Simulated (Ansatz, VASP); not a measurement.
## Cross-check of GaN between VASP and Ansatz

Wanted: the spread between two codes on one cell, functional and k mesh. The structure shown is the end of the Ansatz relaxation below.

Method: plane waves, with VASP 6.6.1 beside it; single point at LDA, in Ansatz 0.2.0.

## 1. Starting point

It takes space group P6_3mc (No. 186, hexagonal). Conventional cell: a = 3.214 Å, b = 3.214 Å, c = 5.239 Å, α = 90.00°, β = 90.00°, γ = 120.00°. N has 4 Ga at 1.96 to 1.97 Å nearest. Nearest to Ga lie 4 N at 1.96 to 1.97 Å. Farther neighbours and most contacts between anions are not listed.

As a file:

```cif
data_structure
_symmetry_space_group_name_H-M 'P 1'
_symmetry_Int_Tables_number 1
_cell_length_a 3.2136
_cell_length_b 3.2136
_cell_length_c 5.2386
_cell_angle_alpha 90.000
_cell_angle_beta 90.000
_cell_angle_gamma 120.000
_cell_volume 46.85
loop_
_atom_site_label
_atom_site_type_symbol
_atom_site_fract_x
_atom_site_fract_y
_atom_site_fract_z
_atom_site_occupancy
N1 N 0.33333 0.66667 0.37582 1
N2 N 0.66667 0.33333 0.87582 1
Ga3 Ga 0.33333 0.66667 0.99918 1
Ga4 Ga 0.66667 0.33333 0.49918 1
```

## 2. Ansatz: relaxation, LDA

Ansatz runs on its PAW soft_1 files.

This run makes the geometry at which the two programs are then compared.

input.yaml

```yaml
crystal:
  lattice:
    - [3.2135928415, 0.0, 0.0]
    - [-1.6067964207, 2.7830530381, 0.0]
    - [0.0, 0.0, 5.2386545795]
  atoms:
    - { symbol: "N", position: [0.3333333333, 0.6666666667, 0.3757787936] }
    - { symbol: "N", position: [0.6666666667, 0.3333333333, 0.8757787936] }
    - { symbol: Ga, position: [0.3333333333, 0.6666666667, -0.0007787936] }
    - { symbol: Ga, position: [0.6666666667, 0.3333333333, 0.4992212064] }
kpoints:
  mp_grid: { grid: [15, 15, 8] }
hamiltonian:
  xc: lda
  pseudopotentials: { kind: paw, azcp: { folder: soft_1 }, xc_functional: pbe }
scf:
  occupations: { method: fixed }
output:
  forces: true
  stress: true
  eigenvalues: true
relax:
  adjacent_minimum: "off"
  f_tol: 0.001
  max_steps: 60
  cell: { stress_tol: 0.01, fix: [volume] }
```

Command:

```console
ansatz run input.yaml --threads 8 --pin off --max-ram 16384MiB --backend cpu --events-out ev --progress --plain --runs-dir out
```

Numbers of over 12 decimals in the logs are rounded to 6 here.

What it wrote:

```text
Engine: ansatz 0.2.0, aarch64-unknown-linux-gnu
Pseudopotentials: kind: paw
Pseudopotential: N, paw, valence charge 5, recommended cutoff 420 eV (normal), soft_1/N.paw.azcp
Pseudopotential: Ga, paw, valence charge 13, recommended cutoff 420 eV (normal), soft_1/Ga.paw.azcp
Functional definition: SPW92
  exchange = slater_x
  correlation = pw_c
Crystal: 4 atoms, lattice volume = 46.852 Å³
Basis set: ecut = 420 eV, 941 PW (Γ)
Bands: 22, of which v1, the nominal top of the filled ones, is band 18 counted from 1 (17 counted from 0)
Symmetry: 12 space group operations
Space group: P63mc (ITA 186), of the structure as read, at distance tolerance 3.6e-5 Å
k-points: 135 of 1800 (time reversal used)
Non-local potential: N, projectors of the file, l = 0: 2, l = 1: 2, l = 2: 1
Non-local potential: Ga, projectors of the file, l = 0: 2, l = 1: 2, l = 2: 3, l = 3: 1
PAW form: soft (Blöchl's): semilocal exchange-correlation on the pseudo side does not see the compensation charge
PAW frozen core: N, regenerated for the run's functional, and the local potential with it (the file was generated under x = pbe(κ = 0.804, μ = 0.219515), c = pbe(β = 0.066725))
PAW frozen core: Ga, regenerated for the run's functional, and the local potential with it (the file was generated under x = pbe(κ = 0.804, μ = 0.219515), c = pbe(β = 0.066725))
PAW one-centre angular grid: N, 110 points (default); XC on 64 Gauss nodes
PAW one-centre angular grid: Ga, 590 points (default); XC on 64 Gauss nodes
Initial density: superposition of atomic densities (chi_scale 0.1, normalization cell, long waves kept (reshape's long-wave potential 0.00 eV rms))
Initial wavefunctions: pseudopotential atomic-orbital guess
Functional: x = slater, c = lda
SCF iter   1: F=—  HF=-8165.261451 eV  |F-HF|=—  |Δ(HF+E_count)|=         —  Δρ=9.95e-2  dr2=3.99e0  ethr=3.10e-3  ⟨swp⟩=4.0  Hψ=10465  notcnv=0  defer=23
preconditioner: auto → Resta (q_TF=auto, 2.611 Å⁻¹)  ε∞=4.8  [insulator: Δε(μ)=2.551 eV  Ē_g=16.669 eV  n_scr=22 (ndim 8)  ℏωp=32.5 eV  f_vac=0.000  ε∞_Penn≈4.8]
SCF iter   2: F=—  HF=-8164.263544 eV  |F-HF|=—  |Δ(HF+E_count)|=   9.98e-1  Δρ=4.36e-2  dr2=4.78e-1  ethr=3.10e-3  ⟨swp⟩=2.1  Hψ=5384  notcnv=0  defer=121
SCF iter   3: F=—  HF=-8164.141619 eV  |F-HF|=—  |Δ(HF+E_count)|=   1.22e-1  Δρ=1.60e-2  dr2=9.56e-2  ethr=1.33e-3  ⟨swp⟩=2.0  Hψ=3262  notcnv=0  defer=264
SCF iter   4: F=—  HF=-8164.109889 eV  |F-HF|=—  |Δ(HF+E_count)|=   3.17e-2  Δρ=2.97e-3  dr2=5.11e-3  ethr=2.66e-4  ⟨swp⟩=2.8  Hψ=5492  notcnv=0  defer=267
SCF iter   5: F=—  HF=-8164.107140 eV  |F-HF|=—  |Δ(HF+E_count)|=   2.75e-3  Δρ=2.38e-3  dr2=1.63e-3  ethr=1.42e-5  ⟨swp⟩=2.0  Hψ=5656  notcnv=0  defer=267
SCF iter   6: F=—  HF=-8164.107560 eV  |F-HF|=—  |Δ(HF+E_count)|=   4.20e-4  Δρ=5.26e-4  dr2=9.39e-5  ethr=4.54e-6  ⟨swp⟩=3.0  Hψ=5429  notcnv=0  defer=267
SCF iter   7: F=—  HF=-8164.107556 eV  |F-HF|=—  |Δ(HF+E_count)|=   4.60e-6  Δρ=5.78e-5  dr2=2.13e-6  ethr=2.61e-7  ⟨swp⟩=2.3  Hψ=4867  notcnv=0
SCF iter   8: F=-8164.107556 eV  HF=-8164.107556 eV  |F-HF|=1.42e-8  |Δ(HF+E_count)|=   3.21e-7  Δρ=1.20e-5  dr2=4.52e-8  ethr=2.78e-10  ⟨swp⟩=5.1  Hψ=16607  notcnv=0
SCF 1 converged in 8 iterations: F = -8164.107556 eV  dr2 = 4.52e-8
  greatest PAW one-centre occupation: 0.996 electrons in one spin orbital (limit 2), on the Ga atom at site 3 (counted from 0), in its partial waves of l = 2
relax step   1: F+E_penalty+E_count = -8164.10755597 eV  Δ(F+E_penalty+E_count) = +0.000e0 eV  max|allowed force component| = 3.856e-3 eV/Å  Δτ_max = 0.0000 Å  P = -10.378 GPa  Ω = 46.852 Å³  fix = [volume]  reactions: volume -10.378 GPa  (8 SCF iters, dr2 threshold 1.00e-7 eV, accepted)
[...]
relax step   2: F+E_penalty+E_count = -8164.10755674 eV  Δ(F+E_penalty+E_count) = -7.691e-7 eV  max|allowed force component| = 2.550e-3 eV/Å  Δτ_max = 0.0001 Å  P = -10.378 GPa  Ω = 46.852 Å³  fix = [volume]  reactions: volume -10.378 GPa  (4 SCF iters, dr2 threshold 9.29e-10 eV, accepted)
[...]
relax step   3: F+E_penalty+E_count = -8164.10755636 eV  Δ(F+E_penalty+E_count) = +3.775e-7 eV  max|allowed force component| = 2.294e-3 eV/Å  Δτ_max = 0.0002 Å  P = -10.377 GPa  Ω = 46.852 Å³  energy of the carried Pulay correction = -1.734e-17 eV  fix = [volume]  (4 SCF iters, dr2 threshold 1.12e-9 eV, rejected (line search))
[...]
relax step   4: F+E_penalty+E_count = -8164.10755743 eV  Δ(F+E_penalty+E_count) = -6.931e-7 eV  max|allowed force component| = 1.670e-5 eV/Å  Δτ_max = 0.0001 Å  P = -10.377 GPa  Ω = 46.852 Å³  energy of the carried Pulay correction = -1.734e-17 eV  fix = [volume]  reactions: volume -10.377 GPa  (6 SCF iters, accepted)
[...]
relax step   5: F+E_penalty+E_count = -8164.10755743 eV  Δ(F+E_penalty+E_count) = +0.000e0 eV  max|allowed force component| = 1.673e-5 eV/Å  Δτ_max = 0.0000 Å  P = -10.377 GPa  Ω = 46.852 Å³  fix = [volume]  reactions: volume -10.377 GPa  stress off target by 7.95e-4 GPa on what of the cell is left free  SCF on the basis re-selected at this cell (its energy is not comparable with the rows above)  (3 SCF iters)
basis re-selected at this cell: Δ(F+E_penalty+E_count) = +0.000e0 eV, ΔP = -0.000 GPa vs the last step (what re-selecting the basis moved, of the pressure what is left beyond the Pulay correction that the steps carried, after the strain that the cell walked since its last selection, with what the two solves' SCF thresholds leave and, on support functions, any second-order correction that the steps lacked; it is no measure of the basis error at this ecutwfc). This SCF's stress stands 7.95e-4 GPa from its target on what of the cell is left free (relax.cell.stress_tol is 1.00e-2 GPa) and its largest allowed force component is 1.67e-5 eV/Å (relax.f_tol is 1.00e-3 eV/Å): [rest of the remark cut]
SCF converged after 3 iterations
Free energy (F): -8164.107557 eV
Harris-Foulkes:  -8164.107557 eV  (|F-HF|=4.55e-12)
Internal energy: -8164.107557 eV  (E = F + TS)
E sigma→0 (E₀):  -8164.107557 eV
Fermi energy:    8.936873 eV
--- Per-component energies (eV) ---
  E_band       = -37.477894
  E_kinetic    = 478.876108
  E_local      = -2878.615391  (includes V_loc(G=0)·N_el)
  E_nonlocal   = -104.016461
  E_hartree    = 1803.139533
  E_xc         = -241.924912
  E_vxc        = -260.618546  (∫ρ·V_xc dr)
  E_paw        = -4078.228458  (= ΣΔE_a)
  E_vpaw       = -879.384205  (= ΣTr[D̂ρ^β])
  E_aug_tail   = 0.001512  (compensation charges beyond the density's cutoff)
  E_ewald      = -3146.956540
  E_core_change = 3.617051  (= ΣΔE_core)
  E_smearing   = -0.000000  (= −TS)
  E_closure    = 0.000000  (closes the sum)
  Σ components = -8164.107557   (vs F -8164.107557, Δ=0.00e0)
--- Forces (eV/Å), atoms counted from 1 ---
  atom   1  N      0.00000000    -0.00000000     0.00001582
  atom   2  N      0.00000000     0.00000000     0.00001582
  atom   3  Ga    -0.00000000     0.00000000    -0.00001763
  atom   4  Ga     0.00000000    -0.00000000    -0.00001763
  max |Σ_I F_I| component: 3.63e-6 eV/Å
--- Stress (GPa, compression-positive) ---
      -10.377883      -0.000000       0.000000
       -0.000000     -10.377883      -0.000000
        0.000000      -0.000000     -10.376691
  P = ⅓ Tr σ = -10.3775 GPa (-103.775 kbar)
--- Band table (eV; the first three rows and the last of 135) ---
  k-point 0: bands = [... 14 lower, 7.9263, 8.8944, 8.9369, 8.9369, 10.6798, 12.9286, 17.8249, 18.5186]
  k-point 1: bands = [... 14 lower, 7.9629, 8.3803, 8.8968, 8.8968, 11.1224, 12.9619, 17.7146, 18.5381]
  k-point 2: bands = [... 14 lower, 8.0677, 8.0677, 8.7825, 8.7825, 11.8763, 13.0412, 17.4403, 18.1320]
  k-point 134: bands = [... 14 lower, 4.8247, 4.8247, 7.4893, 7.4893, 15.0661, 15.0661, 16.0499, 16.0499]
--- Relaxed structure (4 steps of the walk, 3 accepted, 1 SCFs on fresh bases) ---
  F+E_penalty+E_count = -8164.10755743 eV   max|allowed force component| = 1.673e-5 eV/Å   (the final SCF, on the basis selected at the relaxed cell)
  cell:  # Å, volume = 46.8524 Å³
    - [3.213621, -2.886773959382163e-11, 0]
    - [-1.606811, 2.783078, 0]
    - [0, 0, 5.238561]
  atoms:
    - { symbol: N, position: [0.333333, 0.666667, 0.375816] }
    - { symbol: N, position: [0.666667, 0.333333, 0.875816] }
    - { symbol: Ga, position: [0.333333, 0.666667, -0.000816017] }
    - { symbol: Ga, position: [0.666667, 0.333333, 0.499184] }
```

In the SCF lines HF is the Harris–Foulkes energy and dr2 the Hartree energy of the density residual, in eV; the loop may stop once dr2 is under the threshold and the program's other checks hold. Hψ counts applications of the Hamiltonian.

## 3. VASP: single point, LDA

The same cell, functional (in two slightly different forms) and mesh now go to VASP, with its own data sets.

Lines of VASP's logs that name or quote its potential files are left out, and so is its time.

INCAR

```
SYSTEM = GaN
PREC = Accurate
ENCUT = 600
EDIFF = 1E-06
NELM = 120
ISMEAR = 0
SIGMA = 0.01
LREAL = .FALSE.
ALGO = Normal
GGA = CA
NBANDS = 24
LORBIT = 11
LWAVE = .FALSE.
LCHARG = .FALSE.
ISIF = 2
LASPH = .TRUE.
GGA_COMPAT = .FALSE.
EFERMI = MIDGAP
```

POSCAR

```
GaN
1.0
    3.2136214622      0.0000000000      0.0000000000
   -1.6068107311      2.7830778244      0.0000000000
    0.0000000000      0.0000000000      5.2385612683
N Ga
2 2
Direct
    0.3333333333      0.6666666667      0.3758160166
    0.6666666667      0.3333333333      0.8758160166
    0.3333333333      0.6666666667      0.9991839834
    0.6666666667      0.3333333333      0.4991839834
```

KPOINTS

```
Automatic mesh
0
Gamma
15 15 8
0 0 0
```

Potentials, in the order of the species: N and Ga_d (LDA family, release 64).

Command:

```console
mpirun -np 1 vasp_std
```

What it wrote:

```text
[banner, memory and clock lines left out]
running    1 mpi-ranks, on    1 nodes
 distrk:  each k-point on    1 cores,    1 groups
 distr:  one band on    1 cores,    1 groups

 POSCAR found type information on POSCAR N Ga
 POSCAR found :  2 types and       4 ions
 LDA part: xc-table for (Slater(with rela. corr.)+CA(PZ))
 , standard interpolation
 POSCAR, INCAR and KPOINTS ok, starting setup
 FFT: planning ... GRIDC
 FFT: planning ... GRID_SOFT
 FFT: planning ... GRID
 WAVECAR not read
 entering main loop
       N       E                     dE             d eps       ncg     rms          rms(c)
DAV:   1     0.290736489722E+03    0.29074E+03   -0.19698E+04  6872   0.302E+03
DAV:   2     0.485825897465E+01   -0.28588E+03   -0.27317E+03  7104   0.554E+02
DAV:   3    -0.306631815610E+02   -0.35521E+02   -0.35171E+02  7760   0.151E+02
DAV:   4    -0.317652665128E+02   -0.11021E+01   -0.10994E+01  8216   0.293E+01
DAV:   5    -0.317847939893E+02   -0.19527E-01   -0.19521E-01  7696   0.355E+00    0.105E+01
DAV:   6    -0.278709431109E+02    0.39139E+01   -0.12911E+01 11160   0.528E+01    0.314E+00
DAV:   7    -0.278978772759E+02   -0.26934E-01   -0.12667E+00  6960   0.915E+00    0.252E+00
DAV:   8    -0.278616283425E+02    0.36249E-01   -0.30743E-01 10840   0.581E+00    0.118E+00
DAV:   9    -0.278377504430E+02    0.23878E-01   -0.82222E-02 10592   0.438E+00    0.379E-01
DAV:  10    -0.278384262935E+02   -0.67585E-03   -0.69565E-03  7080   0.611E-01    0.152E-01
DAV:  11    -0.278382501074E+02    0.17619E-03   -0.13586E-03  9680   0.682E-01    0.672E-02
DAV:  12    -0.278382622805E+02   -0.12173E-04   -0.13592E-04  6872   0.795E-02    0.768E-02
DAV:  13    -0.278382746413E+02   -0.12361E-04   -0.55947E-06  9576   0.246E-02    0.100E-01
DAV:  14    -0.278383972307E+02   -0.12259E-03   -0.14953E-04 10568   0.122E-01    0.209E-01
DAV:  15    -0.278384825176E+02   -0.85287E-04   -0.58891E-05 10312   0.653E-02    0.266E-01
DAV:  16    -0.278383173029E+02    0.16521E-03   -0.14720E-04  9064   0.138E-01    0.166E-01
DAV:  17    -0.278382369211E+02    0.80382E-04   -0.24128E-04 11024   0.149E-01    0.325E-02
DAV:  18    -0.278382361998E+02    0.72134E-06   -0.33602E-05  9312   0.408E-02    0.165E-03
DAV:  19    -0.278382365060E+02   -0.30621E-06   -0.16601E-06  5088   0.101E-02
   1 F= -.27838237E+02 E0= -.27838237E+02  d E =0.000000E+00
```

From OUTCAR (step 3):

```text
ion  position               nearest neighbor table
   1  0.333  0.667  0.376-   4 1.96   4 1.96   4 1.96   3 1.97
   2  0.667  0.333  0.876-   3 1.96   3 1.96   3 1.96   4 1.97
   3  0.333  0.667  0.999-   2 1.96   2 1.96   2 1.96   1 1.97
   4  0.667  0.333  0.499-   1 1.96   1 1.96   1 1.96   2 1.97

  LATTYP: Found a hexagonal cell.
 ALAT       =     3.2136214622
 C/A-ratio  =     1.6301114895

 Subroutine GETGRP returns: Found 12 space group operations
 (whereof  6 operations were pure point group operations)

The static configuration has the point symmetry C_3v.
 The point group associated with its full space group is C_6v.

 Found    135 irreducible k-points:

   k-points           NKPTS =    135   k-points in BZ     NKDIM =    135   number of bands    NBANDS=     24

   dimension x,y,z NGX =    28 NGY =   28 NGZ =   42
   dimension x,y,z NGXF=    56 NGYF=   56 NGZF=   84

   ENCUT  =  600.0 eV  44.10 Ry    6.64 a.u.   6.42  6.42 10.46*2*pi/ulx,y,z

   NELECT =      36.0000    total number of electrons

 k-points in reciprocal lattice and weights: Automatic mesh
   0.00000000  0.00000000  0.00000000       0.001
   0.06666667  0.00000000  0.00000000       0.003
   0.13333333  0.00000000  0.00000000       0.003
   0.20000000  0.00000000  0.00000000       0.003
   0.26666667  0.00000000  0.00000000       0.003
   0.33333333  0.00000000  0.00000000       0.003
   0.40000000  0.00000000  0.00000000       0.003
   0.46666667  0.00000000  0.00000000       0.003
   0.06666667  0.06666667  0.00000000       0.003
[...]
0.33333333  0.26666667  0.50000000       0.007
   0.33333333  0.33333333  0.50000000       0.001

 average (electrostatic) potential at core
       1 -62.2353       2 -62.2353       3 -65.0020       4 -65.0020

 E-fermi :   5.6723

 k-point     1 :       0.0000    0.0000    0.0000
  band No.  band energies     occupation
    ...
     14       3.7843      2.00000
     15       3.7843      2.00000
     16       4.7524      2.00000
     17       4.7948      2.00000
     18       4.7948      2.00000
     19       6.5498      0.00000
     20       8.7954      0.00000
     21      13.6818      0.00000
     22      14.3655      0.00000
     23      14.3655      0.00000
    ...

 k-point     2 :       0.0667    0.0000    0.0000
  band No.  band energies     occupation
    ...
     14       3.4430      2.00000
     15       3.6912      2.00000
     16       4.3505      2.00000
     17       4.7111      2.00000
     18       4.7556      2.00000
     19       6.9581      0.00000
     20       9.0866      0.00000
     21      13.5845      0.00000
     22      14.0182      0.00000
     23      14.4803      0.00000
    ...

 k-point     3 :       0.1333    0.0000    0.0000
  band No.  band energies     occupation
    ...
     14       2.6104      2.00000
     15       3.4447      2.00000
     16       3.5189      2.00000
     17       4.5779      2.00000
     18       4.6392      2.00000
     19       7.6876      0.00000
     20       9.7337      0.00000
     21      13.0449      0.00000
     22      13.5935      0.00000
     23      14.7701      0.00000
    ...

  Total       -2.8004529     -2.8004529     -2.8061537      0.0000000      0.0000000      0.0000000
  in kB      -95.7649881    -95.7649881    -95.9599321      0.0000000      0.0000000      0.0000000
  external PRESSURE =     -95.8299694 kB  Pullay stress =       0.0000000 kB

  energy-cutoff  :      600.00
  volume of cell :       46.85
      direct lattice vectors                 reciprocal lattice vectors
     3.213621462  0.000000000  0.000000000     0.311175417  0.179657211  0.000000000
    -1.606810731  2.783077824  0.000000000     0.000000000  0.359314422  0.000000000
     0.000000000  0.000000000  5.238561268     0.000000000  0.000000000  0.190892107

 POSITION                                       TOTAL-FORCE (eV/Angst)
 -----------------------------------------------------------------------------------
     -0.00000      1.85539      1.96874         0.000000     -0.000000     -0.001135
      1.60681      0.92769      4.58802        -0.000000      0.000000     -0.001135
     -0.00000      1.85539      5.23429         0.000000      0.000000      0.001135
      1.60681      0.92769      2.61501        -0.000000      0.000000      0.001135
 -----------------------------------------------------------------------------------
    total drift:                                0.000000      0.000000     -0.000127

  FREE ENERGIE OF THE ION-ELECTRON SYSTEM (eV)
  ---------------------------------------------------
  free  energy   TOTEN  =       -27.8382365060 eV

  energy  without entropy=      -27.8382365060  energy(sigma->0) =      -27.83823651

 total charge
# of ion       s       p       d       tot
------------------------------------------
    1        1.207   2.466   0.000   3.673
    2        1.207   2.466   0.000   3.673
    3        0.793   0.879  10.162  11.834
    4        0.793   0.879  10.162  11.834
--------------------------------------------------
tot          4.000   6.689  20.325  31.014

[... 3 further parts left out ...]
```

The run ends at a pressure of -9.58 GPa, with forces up to 0.0011 eV/Å.

## 4. Side by side

Known differences besides the potentials themselves: the two LDA forms differ slightly; fixed occupations in Ansatz, narrow Gaussian smearing in VASP; the cutoff is 420 eV in Ansatz and 600 eV in VASP; VASP's log shows a relativistic correction to its local exchange, Ansatz's none; Ansatz's pressure holds a Pulay correction, VASP's none. Total energies have different zeros and are not compared.

Compared:

| quantity | Ansatz | VASP | difference |
| --- | --- | --- | --- |
| pressure (GPa) | -10.38 | -9.58 | -0.79 |
| gap on the k mesh (eV) | 1.743 | 1.755 | -0.012 |

A gap on the mesh is an upper bound, since the band edges may lie between its points.

## 5. Results

```json
{
 "difference in gap on the k mesh (single point, LDA)": "-0.012 eV",
 "difference in pressure (single point, LDA)": "-0.79 GPa"
}
```

In words: The difference in pressure is -0.79 GPa (single point, LDA), within the 1 GPa picked in this series as the mark of a large difference. Such differences can come from data sets, numerical settings and the points named under the comparisons, not from the functional's error against experiment.

[Lines on the potential files, build, host, timing and source positions are cut from VASP's logs without a mark.]

[Logs are printed without paths, hosts, clocks, repeated set-up lines and the standing remarks that a program may print on its own settings, such as how far it seeks lower states.]

[Hosts, paths, dates, database ids (printed as entryN), source tags and the programs' standing remarks are cut or masked in the printed files.]
